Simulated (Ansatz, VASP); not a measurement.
## Tl3SI: VASP beside Ansatz

INCAR

```
SYSTEM = Tl3SI
PREC = Accurate
ENCUT = 520
EDIFF = 1E-6
ISMEAR = 0
SIGMA = 0.05
LREAL = .FALSE.
LASPH = .TRUE.
NELM = 100
ALGO = Normal
ISIF = 2
LWAVE = .FALSE.
LCHARG = .FALSE.
GGA = CA
NBANDS = 34
```

KPOINTS

```
regular mesh
0
G
  4 4 4
  0 0 0
```

File POSCAR:

```
Tl3SI
1.0
    6.6800000000      0.0000000000      0.0000000000
    0.0000000000      6.6800000000      0.0000000000
    0.0000000000      0.0000000000      6.6800000000
I S Tl
1 1 3
Direct
    0.0000000000      0.0000000000      0.0000000000
    0.5000000000      0.5000000000      0.5000000000
    0.5000000000      0.5000000000      0.0000000000
    0.5000000000      0.0000000000      0.5000000000
    0.0000000000      0.5000000000      0.5000000000
```

Input for Ansatz:

```yaml
crystal:
  lattice:
    - [6.68, 0.0, 0.0]
    - [0.0, 6.68, 0.0]
    - [0.0, 0.0, 6.68]
  atoms:
    - { symbol: I, position: [0.0, 0.0, 0.0] }
    - { symbol: S, position: [0.5, 0.5, 0.5] }
    - { symbol: Tl, position: [0.5, 0.5, 0.0] }
    - { symbol: Tl, position: [0.5, 0.0, 0.5] }
    - { symbol: Tl, position: [0.0, 0.5, 0.5] }
basis:
  ecutwfc: 420
kpoints:
  mp_grid: { grid: [4, 4, 4] }
hamiltonian:
  xc: lda
scf:
  occupations: { method: gaussian, width: 0.05 }
output:
  forces: true
  stress: true
  eigenvalues: true
```

The cell comes from a database or a generator and needn't be the stable form of this composition.

Alike in both runs: task single point; functional LDA; k mesh 4 × 4 × 4; occupations gaussian, width 0.05 eV; no spin polarisation.

```csv
,VASP,Ansatz
version,VASP 6.6.1,Ansatz 0.2.0
potentials or method,"VASP PAW LDA potentials, release 64 (I, S, Tl_d)","scalar-relativistic, plane waves, PAW"
plane-wave cutoff (eV),520,420
valence electrons in the cell,52,62
```

```tsv
	VASP	Ansatz	Ansatz less VASP
gap on the k mesh at the Fermi level (eV)	0.55	0.55	+0.007
least direct gap on the mesh (eV)	0.60	0.61	+0.008
pressure (GPa)	-3.3	-3.3	+0.02
```

The two sets of potentials don't hold the same shells in valence.

Caveats: spin-orbit coupling is left out, which as a rule narrows the gap of such compounds by several tenths of an eV. A k mesh can miss the band edges. As with any semilocal functional, this LDA gap is likely too small.
